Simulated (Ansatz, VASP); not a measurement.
# Cross-check of Si81C121 (amorphous Si0.40C0.60) between VASP and Ansatz

Aim: how closely do two programs agree when they are given the same cell, functional and k mesh? Of the first pair: The structure shown is the start of the Ansatz relaxation below; VASP solves that cell, so the two are compared at the walk's first step.

Program: Ansatz 0.2.0. Level of theory: plane waves, with VASP 6.6.1 beside it; single point at PBEsol. Results are calculated unless marked as measured.

## Step 1: The structure

The cell holds 202 atoms: 81 Si and 121 C. Cell: a = 12.599 Å, b = 12.893 Å, c = 12.971 Å, α = 89.6°, β = 90.9°, γ = 88.7°. As first built, before any earlier steps moved the atoms (in the runner's words): 202 atoms (81 Si, 121 C) placed at random at 2.88 g/cm^3, melted at 4500 K for 10 ps at fixed volume with the Erhart-Albe potential (Erhart and Albe, Phys. Rev. B 71, 035211 (2005)). Quenched from 4500 K to 700 K at 100 K/ps and fixed volume, held 5 ps, then minimised at fixed cell.

## Step 2: Ansatz: relaxation, PBEsol

Ansatz runs on its PAW soft_1 files.

The two programs are compared at the cell with which this relaxation starts, whose forces are those of its first step.

input.yaml

```yaml
crystal:
  lattice:
    - [12.59741, 0.1475, -0.09777]
    - [0.15045, 12.89211, 0.044]
    - [-0.09733, 0.04302, 12.97042]
  atoms:
    - { symbol: Si, position: [0.19369, 0.2061, 0.2155] }
    - { symbol: Si, position: [0.92435, 0.86765, 0.17914] }
    - { symbol: Si, position: [0.64472, 0.48841, 0.26771] }
    - { symbol: Si, position: [0.57204, 0.85569, 0.92417] }
    - { symbol: Si, position: [0.31077, 0.21718, 0.97426] }
    - { symbol: Si, position: [0.55069, 0.63355, 0.99265] }
    - { symbol: Si, position: [0.03819, 0.47653, 0.62034] }
    - { symbol: Si, position: [0.40824, 0.82267, 0.07463] }
    - { symbol: Si, position: [0.59034, 0.71738, 0.4109] }
    - { symbol: Si, position: [0.60509, 0.87591, 0.58122] }
    - { symbol: Si, position: [0.38835, 0.86331, 0.24656] }
    - { symbol: Si, position: [0.35867, 0.03664, 0.28092] }
    - { symbol: Si, position: [0.06601, 0.72712, 0.00065] }
    - { symbol: Si, position: [0.88475, 0.23124, 0.84831] }
    - { symbol: Si, position: [0.07023, 0.25609, 0.07564] }
    - { symbol: Si, position: [0.68053, 0.10771, 0.60727] }
    - { symbol: Si, position: [0.45025, 0.04936, 0.00438] }
    - { symbol: Si, position: [0.86046, 0.18105, 0.51555] }
    - { symbol: Si, position: [0.41283, 0.76989, 0.48923] }
    - { symbol: Si, position: [0.77011, 0.57436, 0.92231] }
    - { symbol: Si, position: [0.40717, 0.42227, 0.17748] }
    - { symbol: Si, position: [0.46908, 0.44239, 0.46841] }
    - { symbol: Si, position: [0.6841, 0.39077, 0.07547] }
    - { symbol: Si, position: [0.18154, 0.584, 0.84033] }
    - { symbol: Si, position: [0.92746, 0.67503, 0.6029] }
    - { symbol: Si, position: [0.4841, 0.06323, 0.70879] }
    - { symbol: Si, position: [0.16373, 0.71545, 0.6111] }
    - { symbol: Si, position: [0.46667, 0.42493, 0.97787] }
    - { symbol: Si, position: [0.10414, 0.48772, 0.37459] }
    - { symbol: Si, position: [0.01944, 0.64742, 0.15656] }
[... 166 atom lines left out ...]
    - { symbol: C, position: [0.11877, 0.85633, 0.27798] }
    - { symbol: C, position: [0.10211, 0.93598, 0.63285] }
    - { symbol: C, position: [0.79708, 0.15796, 0.05109] }
    - { symbol: C, position: [0.27598, 0.24872, 0.724] }
    - { symbol: C, position: [0.60756, 0.23224, 0.78646] }
    - { symbol: C, position: [0.40933, 0.35486, 0.57237] }
kpoints:
  mp_grid: { grid: [1, 1, 1] }
hamiltonian:
  xc: pbesol
  pseudopotentials: { kind: paw, azcp: { folder: soft_1 }, xc_functional: pbe }
scf:
  occupations: { method: fermi_dirac, width: 0.05 }
output:
  forces: true
  eigenvalues: true
  stress: true
relax:
  f_tol: 0.05
  max_steps: 70
```

Launch:

```
$ ansatz run input.yaml --threads 8 --pin off --max-ram 15872MiB --backend cpu --events-out ev --progress --plain --runs-dir out
```

Numbers of over 12 decimals in the logs are rounded to 6 here.

The program printed:

```text
Warning: output.stress: scf.convergence.dr2_threshold = 1e-7 eV (the SCF's general default) is looser than the 1.08e-8 eV advised for a printed stress (1e-10 eV for each atom of the cell: 202, of which 108 are counted). What an SCF threshold leaves in a stress goes as its square root, and in the free energy as the threshold itself, and one threshold admits the most on a small cell: [figures from the program's tests c [...]
Engine: ansatz 0.2.0, aarch64-unknown-linux-gnu
Pseudopotentials: kind: paw
Pseudopotential: Si, paw, valence charge 4, recommended cutoff 420 eV (normal), soft_1/Si.paw.azcp
Pseudopotential: C, paw, valence charge 4, recommended cutoff 420 eV (normal), soft_1/C.paw.azcp
Functional definition: PBEsol
  exchange = pbesol_x
  correlation = pbesol_c
Crystal: 202 atoms, lattice volume = 2106.054 Å³
Basis set: ecut = 420 eV, 41157 PW (Γ), exchange–correlation on 180×180×180 points (8 copies of the dense FFT grid, shifted against one another)
Bands: 606, of which v1, the nominal top of the filled ones, is band 404 counted from 1 (403 counted from 0)
Symmetry: 1 space group operations
Space group: P1 (ITA 1), of the structure as read, at distance tolerance 1.3e-4 Å
k-points: 1
Non-local potential: Si, projectors of the file, l = 0: 2, l = 1: 2, l = 2: 1
Non-local potential: C, projectors of the file, l = 0: 2, l = 1: 2, l = 2: 1
PAW form: soft (Blöchl's): semilocal exchange-correlation on the pseudo side does not see the compensation charge
PAW frozen core: Si, regenerated for the run's functional, and the local potential with it (the file was generated under x = pbe(κ = 0.804, μ = 0.219515), c = pbe(β = 0.066725))
PAW frozen core: C, regenerated for the run's functional, and the local potential with it (the file was generated under x = pbe(κ = 0.804, μ = 0.219515), c = pbe(β = 0.066725))
PAW one-centre angular grid: Si, 110 points (default); XC on 64 Gauss nodes
PAW one-centre angular grid: C, 110 points (default); XC on 64 Gauss nodes
Initial density: superposition of atomic densities (chi_scale 0.1, normalization cell, long waves 3 % of neutral atoms (reshape's long-wave potential 1.03 eV rms, cloud 1.87 Å wide))
Initial wavefunctions: pseudopotential atomic-orbital guess
Functional: x = pbesol(κ = 0.804, μ = 0.123457), c = pbesol(β = 0.046)
SCF iter   1: F=—  HF=-80179.968266 eV  |F-HF|=—  |Δ(HF+E_count)|=         —  Δρ=1.03e-1  dr2=4.18e2  ethr=3.10e-3  ⟨swp⟩=7.0  Hψ=2812  notcnv=0  defer=96
preconditioner: auto → Kerker (q_TF=auto, 2.326 Å⁻¹)  [metal: Δε(μ)=0.063 eV  Ē_g=11.770 eV  σ=0.050 eV  W_gap=0.30  n_scr=456 (ndim 8)  ℏωp=23.0 eV  f_vac=0.000  D(μ)=23.23/eV (n_scr^D=92)]
SCF iter   2: F=—  HF=-80121.856794 eV  |F-HF|=—  |Δ(HF+E_count)|=    5.81e1  Δρ=5.58e-2  dr2=1.80e2  ethr=3.10e-3  ⟨swp⟩=2.0  Hψ=1125  notcnv=0  defer=166
preconditioner: auto → Resta (q_TF=auto, 2.326 Å⁻¹)  ε∞=5.0  [insulator: Δε(μ)=0.148 eV  Ē_g=11.570 eV  σ=0.050 eV  W_gap=0.62  n_scr=456 (ndim 8)  ℏωp=23.0 eV  f_vac=0.000  D(μ)=17.30/eV (n_scr^D=78)  ε∞_Penn≈5.0]
SCF iter   3: F=—  HF=-80088.755923 eV  |F-HF|=—  |Δ(HF+E_count)|=    3.31e1  Δρ=1.04e-2  dr2=3.71e0  ethr=3.10e-3  ⟨swp⟩=4.0  Hψ=1610  notcnv=0  defer=170
SCF iter   4: F=—  HF=-80088.259541 eV  |F-HF|=—  |Δ(HF+E_count)|=   4.96e-1  Δρ=4.17e-3  dr2=1.39e0  ethr=4.60e-4  ⟨swp⟩=4.0  Hψ=665  notcnv=0  defer=170
SCF iter   5: F=—  HF=-80088.190408 eV  |F-HF|=—  |Δ(HF+E_count)|=   6.91e-2  Δρ=1.75e-3  dr2=2.42e-1  ethr=1.72e-4  ⟨swp⟩=2.0  Hψ=708  notcnv=0  defer=172
SCF iter   6: F=—  HF=-80088.180061 eV  |F-HF|=—  |Δ(HF+E_count)|=   1.03e-2  Δρ=4.16e-4  dr2=6.45e-3  ethr=2.99e-5  ⟨swp⟩=2.0  Hψ=725  notcnv=0  defer=172
SCF iter   7: F=—  HF=-80088.182003 eV  |F-HF|=—  |Δ(HF+E_count)|=   1.94e-3  Δρ=1.23e-4  dr2=6.80e-4  ethr=7.99e-7  ⟨swp⟩=2.0  Hψ=731  notcnv=0  defer=172
SCF iter   8: F=—  HF=-80088.182233 eV  |F-HF|=—  |Δ(HF+E_count)|=   2.30e-4  Δρ=3.41e-5  dr2=6.34e-5  ethr=8.41e-8  ⟨swp⟩=2.0  Hψ=838  notcnv=0  defer=172
[...]
- { symbol: C, position: [0.916325, 0.573958, 0.318871] }
    - { symbol: C, position: [0.313979, 0.987005, 0.958620] }
    - { symbol: C, position: [0.882099, 0.674587, 0.299168] }
    - { symbol: C, position: [0.276557, 0.863613, 0.721492] }
    - { symbol: C, position: [0.586772, 0.337166, 0.842015] }
    - { symbol: C, position: [0.791526, 0.00889708, 0.276572] }
    - { symbol: C, position: [0.172430, 0.716866, 0.463904] }
    - { symbol: C, position: [0.939317, 0.486599, 0.503437] }
    - { symbol: C, position: [0.960435, 0.580627, 0.823801] }
    - { symbol: C, position: [0.223058, 0.360240, 0.699804] }
    - { symbol: C, position: [0.996628, 0.029933, 0.967776] }
    - { symbol: C, position: [0.471385, 0.393071, 0.835998] }
    - { symbol: C, position: [0.614494, 0.991208, 0.671773] }
    - { symbol: C, position: [0.303848, 0.568010, 0.600131] }
    - { symbol: C, position: [0.138397, 0.408719, 0.201264] }
    - { symbol: C, position: [0.846146, 0.479873, 0.097099] }
    - { symbol: C, position: [0.871951, 0.018162, 0.934015] }
    - { symbol: C, position: [0.956786, 0.422969, 0.728247] }
    - { symbol: C, position: [0.968534, 0.072964, 0.243665] }
    - { symbol: C, position: [0.892757, 0.725151, 0.199562] }
    - { symbol: C, position: [0.968982, 0.564558, 0.422741] }
    - { symbol: C, position: [0.192145, 0.186614, 0.780492] }
    - { symbol: C, position: [0.119635, 0.835707, 0.077488] }
    - { symbol: C, position: [0.056580, 0.634709, 0.775246] }
[...]
- { symbol: C, position: [0.00581941, 0.169552, 0.511421] }
    - { symbol: C, position: [0.136503, 0.360436, 0.610700] }
    - { symbol: C, position: [0.119347, 0.855888, 0.279498] }
    - { symbol: C, position: [0.103051, 0.936278, 0.632827] }
    - { symbol: C, position: [0.797426, 0.159719, 0.051257] }
    - { symbol: C, position: [0.272909, 0.250496, 0.724508] }
    - { symbol: C, position: [0.606735, 0.230704, 0.787869] }
    - { symbol: C, position: [0.409085, 0.354599, 0.574533] }
```

## Step 3: VASP: single point, PBEsol, start cell, pair 1

The same cell, functional, mesh and smearing now go to VASP, with its own data sets.

Lines of VASP's logs that name or quote its potential files are left out, and so is its time.

INCAR

```
SYSTEM = Si81C121
PREC = Accurate
ENCUT = 520
EDIFF = 1E-06
NELM = 120
ISMEAR = -1
SIGMA = 0.05
LREAL = Auto
ALGO = Normal
GGA = PS
NBANDS = 545
LORBIT = 11
LWAVE = .FALSE.
LCHARG = .FALSE.
ISIF = 2
LASPH = .TRUE.
GGA_COMPAT = .FALSE.
EFERMI = MIDGAP
```

POSCAR

```
Si81C121
1.0
   12.5974100000      0.1475000000     -0.0977700000
    0.1504500000     12.8921100000      0.0440000000
   -0.0973300000      0.0430200000     12.9704200000
Si C
81 121
Direct
    0.1936880071      0.2060997049      0.2155033137
    0.9243485306      0.8676509950      0.1791381399
    0.6447179017      0.4884062512      0.2677125486
    0.5720390735      0.8556913048      0.9241703694
    0.3107662021      0.2171831789      0.9742573912
    0.5506923388      0.6335478949      0.9926482784
    0.0381890952      0.4765302262      0.6203396974
    0.4082420942      0.8226716648      0.0746326084
    0.5903406384      0.7173804609      0.4109005617
    0.6050917551      0.8759113163      0.5812163155
    0.3883506524      0.8633118457      0.2465597353
    0.3586712648      0.0366434040      0.2809203541
    0.0660110293      0.7271218840      0.0006522946
    0.8847513491      0.2312425903      0.8483092657
    0.0702313316      0.2560935947      0.0756412205
    0.6805288650      0.1077090619      0.6072737898
    0.4502512707      0.0493634775      0.0043829786
    0.8604577738      0.1810490019      0.5155469754
    0.4128298676      0.7698864673      0.4892275941
    0.7701071527      0.5743614899      0.9223079492
    0.4071665849      0.4222666119      0.1774829918
    0.4690831466      0.4423914443      0.4684117427
    0.6840973069      0.3907699272      0.0754709807
    0.1815394520      0.5839984198      0.8403315530
    0.9274622366      0.6750301174      0.6029008049
    0.4840974054      0.0632327323      0.7087933901
    0.1637272213      0.7154500465      0.6111003197
    0.4666710259      0.4249264013      0.9778734740
    0.1041390090      0.4877188084      0.3745924992
    0.0194431663      0.6474190056      0.1565573453
[... 166 atom lines left out ...]
    0.1187720979      0.8563316914      0.2779812646
    0.1021064944      0.9359766699      0.6328476625
    0.7970771548      0.1579596480      0.0510916384
    0.2759810480      0.2487216185      0.7239965179
    0.6075618350      0.2322390386      0.7864574010
    0.4093317769      0.3548604623      0.5723720980
```

KPOINTS

```
Automatic mesh
0
Gamma
1 1 1
0 0 0
```

PAW data sets: Si and C (PBE family, release 64).

Launch:

```
$ export OMP_NUM_THREADS=3
$ mpirun -np 1 vasp_gam
```

The program printed:

```text
[banner, memory and clock lines left out]
running    1 mpi-ranks, on    1 nodes
[...]
Offloading initialized ...    1 GPUs detected
[...]
|                                                                             |
|               ----> ADVICE to this user running VASP <----                  |
|                                                                             |
|     You enforced a specific xc type in the INCAR file but a different       |
|     [... a line on the potential file left out ...]
|     I HOPE YOU KNOW WHAT YOU ARE DOING!                                     |
|                                                                             |

 LDA part: xc-table for (Slater+PW92), standard interpolation
 POSCAR, INCAR and KPOINTS ok, starting setup
[...]
entering main loop
       N       E                     dE             d eps       ncg     rms          rms(c)
DAV:   1     0.491200280678E+04    0.49120E+04   -0.42682E+05  1090   0.143E+03
DAV:   2    -0.102457112187E+04   -0.59366E+04   -0.55714E+04  1355   0.293E+02
DAV:   3    -0.162795267246E+04   -0.60338E+03   -0.58795E+03  1356   0.872E+01
DAV:   4    -0.164728502906E+04   -0.19332E+02   -0.19142E+02  1308   0.169E+01
[...]
DAV:  16    -0.153028070038E+04    0.51976E-05   -0.77445E-05  1284   0.128E-02    0.189E-02
DAV:  17    -0.153028070016E+04    0.22336E-06   -0.30869E-05  1308   0.753E-03    0.646E-03
DAV:  18    -0.153028070055E+04   -0.39001E-06   -0.66878E-06  1188   0.345E-03
   1 F= -.15302807E+04 E0= -.15301910E+04  d E =-.179487E+00
```

OUTCAR, selected parts (step 3):

```text
  FREE ENERGIE OF THE ION-ELECTRON SYSTEM (eV)
  ---------------------------------------------------
  free  energy   TOTEN  =     -1530.2807005464 eV

  energy  without entropy=    -1530.1012135004  energy(sigma->0) =    -1530.19095702

[... 2 further parts left out ...]
[key lines of the parts left out:]
E-fermi :   8.2225
```

The run ends at a pressure of 0.45 GPa, with forces up to 0.53 eV/Å.

## Step 4: Comparison

Known differences besides the potentials themselves: the cutoff is 420 eV in Ansatz and 520 eV in VASP (PREC = Accurate, projectors in real space); Ansatz makes its cores anew for this functional, VASP keeps those of its PBE data sets. Total energies have different zeros and are not compared.

Forces on 9 of the 202 atoms, those with the largest forces and the largest differences (eV/Å; atoms numbered as in POSCAR):

| atom | Ansatz x, y, z | VASP x, y, z |
| --- | --- | --- |
| C83 | -0.085, 0.301, -0.157 | -0.119, 0.359, -0.162 |
| C89 | -0.035, 0.439, 0.187 | -0.080, 0.421, 0.170 |
| C96 | 0.057, -0.144, -0.015 | 0.054, -0.206, -0.034 |
| C111 | 0.165, -0.358, 0.126 | 0.199, -0.391, 0.164 |
| C118 | 0.437, 0.030, -0.211 | 0.404, -0.005, -0.219 |
| C137 | -0.338, 0.242, -0.087 | -0.357, 0.258, -0.119 |
| C161 | 0.217, 0.034, 0.289 | 0.254, 0.032, 0.317 |
| C174 | 0.498, 0.227, 0.132 | 0.494, 0.184, 0.091 |
| C188 | -0.061, 0.069, -0.122 | -0.073, 0.138, -0.122 |

The forces differ by 16 meV/Å r.m.s., which is 13.8 % of the r.m.s. force of 0.118 eV/Å (both taken over all components).

(Continued in part 2 of 2.)

[Lines on the potential files, build, host, timing and source positions are cut from VASP's logs without a mark.]

[Logs are printed without paths, hosts, clocks, repeated set-up lines and the standing remarks that a program may print on its own settings, such as how far it seeks lower states.]

[Hosts, paths, dates, database ids (printed as entryN), source tags and the programs' standing remarks are cut or masked in the printed files.]
